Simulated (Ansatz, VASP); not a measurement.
# Cross-check of ZrB2 between VASP and Ansatz

Aim: how closely do two programs agree when they are given the same cell, functional and k mesh? The cell is taken from a series of runs on this material, whose earlier steps may have relaxed, scaled, displaced or heated it; both programs get it as it stands.

Method: plane waves, with VASP 6.6.1 beside it; zone-centre phonons at PBE, in Ansatz 0.2.0.

### 1. The starting structure

Symmetry: P6/mmm, No. 191, hexagonal system. The conventional cell has a = 3.172 Å, b = 3.172 Å, c = 3.542 Å, α = 90.00°, β = 90.00°, γ = 120.00°. Nearest to Zr lie 12 B at 2.55 Å. Nearest to B lie 3 B at 1.83 Å and 6 Zr at 2.55 Å. Farther neighbours are not listed.

Structure file:

```cif
data_structure
_symmetry_space_group_name_H-M 'P 1'
_symmetry_Int_Tables_number 1
_cell_length_a 3.1715
_cell_length_b 3.1715
_cell_length_c 3.5424
_cell_angle_alpha 90.000
_cell_angle_beta 90.000
_cell_angle_gamma 120.000
_cell_volume 30.86
loop_
_atom_site_label
_atom_site_type_symbol
_atom_site_fract_x
_atom_site_fract_y
_atom_site_fract_z
_atom_site_occupancy
Zr1 Zr 0.00000 0.00000 0.00000 1
B2 B 0.33333 0.66667 0.50000 1
B3 B 0.66667 0.33333 0.50000 1
```

### 2. VASP: zone-centre phonons, PBE

Second derivatives magnify differences that forces hide, and they need a tight electronic threshold.

Lines of VASP's logs that name or quote its potential files are left out, and so is its time.

The input, INCAR:

```
SYSTEM = ZrB2
PREC = Accurate
ENCUT = 500
EDIFF = 1E-08
NELM = 120
ISMEAR = 1
SIGMA = 0.2
LREAL = .FALSE.
ALGO = Normal
GGA = PE
NBANDS = 15
LASPH = .TRUE.
LORBIT = 11
LWAVE = .FALSE.
LCHARG = .FALSE.
ISIF = 2
IBRION = 8
GGA_COMPAT = .FALSE.
```

The input, POSCAR:

```
ZrB2
1.0
    3.1715479858      0.0000000000      0.0000000000
   -1.5857739929      2.7466411250      0.0000000000
    0.0000000000      0.0000000000      3.5423786531
Zr B
1 2
Direct
    0.0000000000      0.0000000000      0.0000000000
    0.3333333333      0.6666666667      0.5000000000
    0.6666666667      0.3333333333      0.5000000000
```

The input, KPOINTS:

```
Automatic mesh
0
Gamma
9 9 6
0 0 0
```

The projector-augmented-wave data sets are Zr_sv and B (PBE family, release 64).

Launch:

```bash
> mpirun -np 1 vasp_std
```

Numbers of over 12 decimals in the logs are rounded to 6 here.

The log of the run:

```text
[banner, memory and clock lines left out]
running    1 mpi-ranks, on    1 nodes
 distrk:  each k-point on    1 cores,    1 groups
 distr:  one band on    1 cores,    1 groups

 POSCAR found type information on POSCAR ZrB
 POSCAR found :  2 types and       3 ions
 LDA part: xc-table for (Slater+PW92), standard interpolation
 POSCAR, INCAR and KPOINTS ok, starting setup
 FFT: planning ... GRIDC
 FFT: planning ... GRID_SOFT
 FFT: planning ... GRID
 WAVECAR not read
 entering main loop
       N       E                     dE             d eps       ncg     rms          rms(c)
DAV:   1     0.102456210466E+03    0.10246E+03   -0.95827E+03  1440   0.117E+03
DAV:   2    -0.234200365731E+02   -0.12588E+03   -0.12110E+03  1790   0.299E+02
DAV:   3    -0.275695044376E+02   -0.41495E+01   -0.41249E+01  2312   0.484E+01
DAV:   4    -0.276611251830E+02   -0.91621E-01   -0.91585E-01  1648   0.580E+00
DAV:   5    -0.276627838918E+02   -0.16587E-02   -0.16587E-02  2207   0.631E-01    0.213E+01
DAV:   6    -0.250011343826E+02    0.26616E+01   -0.64034E+00  1770   0.173E+01    0.857E+00
DAV:   7    -0.249708235777E+02    0.30311E-01   -0.70543E-01  2075   0.522E+00    0.320E+00
DAV:   8    -0.249731428792E+02   -0.23193E-02   -0.88672E-02  1779   0.252E+00    0.486E-01
DAV:   9    -0.249698236959E+02    0.33192E-02   -0.17569E-02  1878   0.100E+00    0.187E-01
DAV:  10    -0.249696218890E+02    0.20181E-03   -0.11407E-03  1722   0.322E-01    0.393E-02
DAV:  11    -0.249696304976E+02   -0.86086E-05   -0.60510E-05  2041   0.748E-02    0.108E-02
DAV:  12    -0.249696289744E+02    0.15232E-05   -0.24084E-06  1771   0.118E-02    0.411E-03
DAV:  13    -0.249696289729E+02    0.14945E-08   -0.22901E-07  2053   0.436E-03    0.179E-03
DAV:  14    -0.249696289303E+02    0.42586E-07   -0.17757E-08  1378   0.144E-03    0.341E-04
DAV:  15    -0.249696289094E+02    0.20952E-07   -0.41391E-09   867   0.534E-04    0.964E-05
DAV:  16    -0.249696289051E+02    0.42314E-08   -0.99287E-10   804   0.251E-04
   1 F= -.24969629E+02 E0= -.24969198E+02  d E =-.129325E-02
 Linear response reoptimize wavefunctions to high precision
DAV:   1    -0.249696289065E+02   -0.13674E-08   -0.33439E-10   993   0.117E-04
DAV:   2    -0.249696289065E+02    0.68212E-12   -0.12186E-10   769   0.599E-05
 Linear response DOF=           4
 Linear response progress:
  Degree of freedom:   1/  4
       N       E                     dE             d eps       ncg     rms          rms(c)
RMM:   1    -0.683936627873E+00   -0.68394E+00    0.29954E+00  3496   0.150E+01
RMM:   2    -0.629269505109E+00    0.54667E-01   -0.18011E-01  4750   0.277E+00    0.167E-01
RMM:   3    -0.630569426550E+00   -0.12999E-02   -0.32178E-02  5586   0.848E-01    0.529E-02
RMM:   4    -0.632187523372E+00   -0.16181E-02   -0.56359E-03  6819   0.293E-01    0.340E-02
RMM:   5    -0.632659966683E+00   -0.47244E-03   -0.86164E-04  6803   0.111E-01    0.174E-02
RMM:   6    -0.632672020300E+00   -0.12054E-04   -0.13510E-04  6727   0.491E-02    0.333E-03
RMM:   7    -0.632645038854E+00    0.26981E-04   -0.34937E-05  7021   0.227E-02    0.342E-03
RMM:   8    -0.632646006560E+00   -0.96771E-06   -0.93891E-06  7127   0.123E-02    0.103E-03
RMM:   9    -0.632653587896E+00   -0.75813E-05   -0.71167E-06  7134   0.726E-03    0.285E-04
RMM:  10    -0.632653402202E+00    0.18569E-06   -0.63560E-06  7287   0.460E-03    0.742E-05
RMM:  11    -0.632653903147E+00   -0.50095E-06   -0.29570E-06  7533   0.322E-03    0.121E-04
RMM:  12    -0.632649322499E+00    0.45806E-05   -0.25870E-06  6981   0.253E-03    0.248E-04
RMM:  13    -0.632656521163E+00   -0.71987E-05   -0.20138E-06  6397   0.218E-03    0.181E-04
RMM:  14    -0.632657116292E+00   -0.59513E-06   -0.15450E-06  7142   0.157E-03    0.678E-05
[...]
RMM:  23    -0.632661123105E+00   -0.10359E-06   -0.43024E-07  6483   0.380E-04    0.349E-05
RMM:  24    -0.632661108808E+00    0.14296E-07   -0.36930E-07  6005   0.338E-04    0.422E-05
RMM:  25    -0.632661184096E+00   -0.75288E-07   -0.32852E-07  6520   0.305E-04    0.455E-05
RMM:  26    -0.632661170548E+00    0.13548E-07   -0.28932E-07  5161   0.273E-04    0.511E-05
RMM:  27    -0.632661195155E+00   -0.24607E-07   -0.25763E-07  4813   0.247E-04    0.550E-05
RMM:  28    -0.632661202600E+00   -0.74447E-08   -0.22579E-07  4345   0.224E-04    0.589E-05
RMM:  29    -0.632661210423E+00   -0.78224E-08   -0.20398E-07  4223   0.204E-04    0.624E-05
RMM:  30    -0.632661218732E+00   -0.83096E-08   -0.18206E-07  4183   0.186E-04    0.656E-05
 first order change of Fermi-energy   0.20615E-03
 force on displaced ion       1 direction 1 : -12.807   0.000   0.000
 Linear response progress:
  Degree of freedom:   2/  4
       N       E                     dE             d eps       ncg     rms          rms(c)
RMM:   1    -0.758718956704E+00   -0.75872E+00    0.26875E+00  1702   0.147E+01
RMM:   2    -0.705245200322E+00    0.53474E-01   -0.15583E-01  2248   0.261E+00    0.191E-01
RMM:   3    -0.708198738892E+00   -0.29535E-02   -0.36321E-02  2561   0.786E-01    0.603E-02
RMM:   4    -0.710596459123E+00   -0.23977E-02   -0.72398E-03  2945   0.281E-01    0.421E-02
RMM:   5    -0.710852084489E+00   -0.25563E-03   -0.95604E-04  3032   0.987E-02    0.237E-02
RMM:   6    -0.710732687399E+00    0.11940E-03   -0.10575E-04  2972   0.456E-02    0.555E-03
RMM:   7    -0.710795483718E+00   -0.62796E-04   -0.36497E-05  2962   0.227E-02    0.626E-03
RMM:   8    -0.710779063952E+00    0.16420E-04   -0.13140E-05  3061   0.124E-02    0.140E-03
RMM:   9    -0.710781930416E+00   -0.28665E-05   -0.10417E-05  3348   0.723E-03    0.972E-04
RMM:  10    -0.710786205722E+00   -0.42753E-05   -0.86311E-06  3255   0.507E-03    0.193E-04
RMM:  11    -0.710790018553E+00   -0.38128E-05   -0.50703E-06  3394   0.357E-03    0.787E-05
RMM:  12    -0.710790828041E+00   -0.80949E-06   -0.35121E-06  3360   0.269E-03    0.590E-05
RMM:  13    -0.710790870078E+00   -0.42037E-07   -0.25916E-06  3443   0.209E-03    0.695E-05
RMM:  14    -0.710791047612E+00   -0.17753E-06   -0.17971E-06  3393   0.167E-03    0.691E-05
 first order change of Fermi-energy   0.20319E-04
 force on displaced ion       1 direction 3 :   0.000  -0.000 -14.058
 Linear response progress:
  Degree of freedom:   3/  4
       N       E                     dE             d eps       ncg     rms          rms(c)
RMM:   1    -0.471648013370E-01   -0.47165E-01   -0.18816E-02 11882   0.103E+00
RMM:   2    -0.425467336326E-01    0.46181E-02   -0.24760E-03  9596   0.247E-01    0.139E-01
RMM:   3    -0.425321858939E-01    0.14548E-04   -0.62786E-04  9071   0.120E-01    0.699E-02
RMM:   4    -0.430234626363E-01   -0.49128E-03   -0.41001E-04  8910   0.960E-02    0.868E-03
RMM:   5    -0.430265701833E-01   -0.31075E-05   -0.51090E-05 10378   0.269E-02    0.233E-03
RMM:   6    -0.430271186575E-01   -0.54847E-06   -0.95324E-06 11041   0.928E-03    0.117E-03
RMM:   7    -0.430238950601E-01    0.32236E-05   -0.16950E-06 11051   0.438E-03    0.285E-04
RMM:   8    -0.430255358090E-01   -0.16407E-05    0.46547E-08 11579   0.197E-03    0.139E-04
RMM:   9    -0.430250741402E-01    0.46167E-06   -0.12014E-07 11727   0.896E-04    0.337E-05
RMM:  10    -0.430252943531E-01   -0.22021E-06   -0.17824E-07 11755   0.431E-04    0.225E-05
RMM:  11    -0.430251518562E-01    0.14250E-06    0.54520E-08 11687   0.211E-04    0.815E-06
RMM:  12    -0.430251558288E-01   -0.39726E-08   -0.23611E-08 11728   0.107E-04    0.573E-06
 first order change of Fermi-energy   0.28614E-04
 force on displaced ion       2 direction 1 : -14.904  -0.003   0.000
 Linear response progress:
  Degree of freedom:   4/  4
       N       E                     dE             d eps       ncg     rms          rms(c)
RMM:   1    -0.467241689354E-01   -0.46724E-01    0.18294E-03  4349   0.109E+00
RMM:   2    -0.444849378584E-01    0.22392E-02   -0.18627E-03  3475   0.238E-01    0.118E-01
RMM:   3    -0.444910547108E-01   -0.61169E-05   -0.87128E-04  3356   0.139E-01    0.556E-02
RMM:   4    -0.449177404966E-01   -0.42669E-03   -0.34067E-04  3522   0.891E-02    0.126E-02
RMM:   5    -0.449953892717E-01   -0.77649E-04   -0.53146E-05  3764   0.331E-02    0.418E-03
RMM:   6    -0.450051333994E-01   -0.97441E-05   -0.12334E-05  3955   0.129E-02    0.735E-04
RMM:   7    -0.449992766834E-01    0.58567E-05   -0.26857E-06  4053   0.536E-03    0.273E-04
RMM:   8    -0.449995913125E-01   -0.31463E-06   -0.10877E-06  4011   0.250E-03    0.136E-04
RMM:   9    -0.449989569131E-01    0.63440E-06   -0.89544E-07  4053   0.126E-03    0.650E-05
RMM:  10    -0.449993471537E-01   -0.39024E-06   -0.50109E-07  4117   0.657E-04    0.161E-05
RMM:  11    -0.449993149836E-01    0.32170E-07   -0.22811E-07  4320   0.320E-04    0.922E-06
RMM:  12    -0.449993132893E-01    0.16944E-08   -0.14673E-07  4214   0.164E-04    0.421E-06
RMM:  13    -0.449993108832E-01    0.24060E-08   -0.85050E-08  4175   0.866E-05    0.159E-06
 first order change of Fermi-energy  -0.65873E-04
 force on displaced ion       2 direction 3 :   0.000  -0.000  -9.177
 Linear response finished
```

OUTCAR, selected parts (step 2):

```text
ion  position               nearest neighbor table
   1  0.000  0.000  0.000-   2 2.55   3 2.55   2 2.55   3 2.55   2 2.55   2 2.55   3 2.55   3 2.55
                             3 2.55   3 2.55   2 2.55   2 2.55
   2  0.333  0.667  0.500-   3 1.83   3 1.83   3 1.83   1 2.55   1 2.55   1 2.55   1 2.55   1 2.55
                             1 2.55
   3  0.667  0.333  0.500-   2 1.83   2 1.83   2 1.83   1 2.55   1 2.55   1 2.55   1 2.55   1 2.55
                             1 2.55

  LATTYP: Found a hexagonal cell.
 ALAT       =     3.1715479858
 C/A-ratio  =     1.1169241862

 Subroutine GETGRP returns: Found 24 space group operations
 (whereof 24 operations were pure point group operations)

The static configuration has the point symmetry D_6h.

 Found     48 irreducible k-points:

   k-points           NKPTS =     48   k-points in BZ     NKDIM =     48   number of bands    NBANDS=     15

   dimension x,y,z NGX =    24 NGY =   24 NGZ =   28
   dimension x,y,z NGXF=    48 NGYF=   48 NGZF=   56

   ENCUT  =  500.0 eV  36.75 Ry    6.06 a.u.   5.78  5.78  6.46*2*pi/ulx,y,z

   NELECT =      18.0000    total number of electrons

 k-points in reciprocal lattice and weights: Automatic mesh
   0.00000000  0.00000000  0.00000000       0.002
   0.11111111  0.00000000  0.00000000       0.012
   0.22222222  0.00000000  0.00000000       0.012
   0.33333333 -0.00000000  0.00000000       0.012
   0.44444444  0.00000000  0.00000000       0.012
   0.11111111  0.11111111  0.00000000       0.012
   0.22222222  0.11111111  0.00000000       0.025
   0.33333333  0.11111111  0.00000000       0.025
   0.44444444  0.11111111  0.00000000       0.012
[...]
0.33333333  0.22222222  0.50000000       0.025
   0.33333333  0.33333333  0.50000000       0.004

 average (electrostatic) potential at core
       1 -72.8869       2 -22.0850       3 -22.0850

  Total        0.0533698      0.0533698     -0.0230227      0.0000000      0.0000000     -0.0000000
  in kB        2.7710076      2.7710076     -1.1953586      0.0000000      0.0000000     -0.0000000
  external PRESSURE =       1.4488855 kB  Pullay stress =       0.0000000 kB

  energy-cutoff  :      500.00
  volume of cell :       30.86
      direct lattice vectors                 reciprocal lattice vectors
     3.171547986  0.000000000  0.000000000     0.315303443  0.182040528  0.000000000
    -1.585773993  2.746641125  0.000000000     0.000000000  0.364081056  0.000000000
     0.000000000  0.000000000  3.542378653     0.000000000  0.000000000  0.282296191

 POSITION                                       TOTAL-FORCE (eV/Angst)
 -----------------------------------------------------------------------------------
      0.00000      0.00000      0.00000         0.000000      0.000000      0.000000
     -0.00000      1.83109      1.77119         0.000000     -0.000000      0.000000
      1.58577      0.91555      1.77119        -0.000000      0.000000      0.000000
 -----------------------------------------------------------------------------------
    total drift:                               -0.000000      0.000000     -0.000000

 Eigenvectors and eigenvalues of the dynamical matrix
 ----------------------------------------------------

   1 f  =   23.006358 THz   144.553211 2PiTHz  767.409501 cm-1    95.146609 meV
             X         Y         Z           dx          dy          dz
      0.000000  0.000000  0.000000    -0.000000    0.000000    0.000000
     -0.000000  1.831094  1.771189    -0.707107   -0.000001   -0.000000
      1.585774  0.915547  1.771189     0.707107    0.000001    0.000000

   2 f  =   23.006358 THz   144.553211 2PiTHz  767.409501 cm-1    95.146609 meV
             X         Y         Z           dx          dy          dz
      0.000000  0.000000  0.000000    -0.000000   -0.000000    0.000000
     -0.000000  1.831094  1.771189    -0.000001    0.707107    0.000000
      1.585774  0.915547  1.771189     0.000001   -0.707107   -0.000000

   3 f  =   16.017603 THz   100.641566 2PiTHz  534.289714 cm-1    66.243452 meV
             X         Y         Z           dx          dy          dz
      0.000000  0.000000  0.000000    -0.000000   -0.000000   -0.000000
     -0.000000  1.831094  1.771189     0.000000    0.000000   -0.707107
      1.585774  0.915547  1.771189     0.000000    0.000000    0.707107

   4 f  =   14.000619 THz    87.968484 2PiTHz  467.010384 cm-1    57.901882 meV
             X         Y         Z           dx          dy          dz
      0.000000  0.000000  0.000000    -0.000000   -0.000000    0.438339
     -0.000000  1.831094  1.771189     0.000000    0.000000   -0.635555
      1.585774  0.915547  1.771189     0.000000    0.000000   -0.635555

   5 f  =   13.375262 THz    84.039250 2PiTHz  446.150721 cm-1    55.315615 meV
             X         Y         Z           dx          dy          dz
      0.000000  0.000000  0.000000     0.437945   -0.000002    0.000000
     -0.000000  1.831094  1.771189    -0.635690    0.000003   -0.000000
      1.585774  0.915547  1.771189    -0.635690    0.000003   -0.000000

   6 f  =   13.375262 THz    84.039250 2PiTHz  446.150721 cm-1    55.315615 meV
             X         Y         Z           dx          dy          dz
      0.000000  0.000000  0.000000    -0.000002   -0.437945   -0.000000
     -0.000000  1.831094  1.771189     0.000003    0.635690    0.000000
      1.585774  0.915547  1.771189     0.000003    0.635690    0.000000

   7 f/i=    0.003217 THz     0.020215 2PiTHz    0.107317 cm-1     0.013306 meV
             X         Y         Z           dx          dy          dz
      0.000000  0.000000  0.000000    -0.873140   -0.214083   -0.000000
     -0.000000  1.831094  1.771189    -0.300765   -0.073744   -0.000000
      1.585774  0.915547  1.771189    -0.300765   -0.073744   -0.000000

   8 f/i=    0.003217 THz     0.020215 2PiTHz    0.107317 cm-1     0.013306 meV
             X         Y         Z           dx          dy          dz
      0.000000  0.000000  0.000000    -0.214083    0.873140   -0.000000
     -0.000000  1.831094  1.771189    -0.073744    0.300765   -0.000000
      1.585774  0.915547  1.771189    -0.073744    0.300765   -0.000000

   9 f/i=    0.009504 THz     0.059717 2PiTHz    0.317026 cm-1     0.039306 meV
             X         Y         Z           dx          dy          dz
      0.000000  0.000000  0.000000    -0.000000    0.000000    0.898810
     -0.000000  1.831094  1.771189    -0.000000    0.000000    0.309952
      1.585774  0.915547  1.771189    -0.000000    0.000000    0.309952

 ELASTIC MODULI CONTR FROM IONIC RELAXATION (kBar)
 Direction    XX          YY          ZZ          XY          YZ          ZX
 --------------------------------------------------------------------------------
 XX         -16.3068     16.3068      0.0000     -0.0000     -0.0000      0.0000
 YY          16.3068    -16.3068      0.0000      0.0000      0.0000      0.0000
 ZZ           0.0000      0.0000      0.0000      0.0000      0.0000      0.0000
 XY          -0.0000      0.0000      0.0000    -16.3068     -0.0000      0.0000
 YZ          -0.0000      0.0000      0.0000     -0.0000     -0.0000      0.0000
 ZX           0.0000      0.0000      0.0000      0.0000      0.0000      0.0000
 --------------------------------------------------------------------------------
```

[end of part 1 of 2]

[Lines on the potential files, build, host, timing and source positions are cut from VASP's logs without a mark.]

[Logs are printed without paths, hosts, clocks, repeated set-up lines and the standing remarks that a program may print on its own settings, such as how far it seeks lower states.]

[Hosts, paths, dates, database ids (printed as entryN), source tags and the programs' standing remarks are cut or masked in the printed files.]
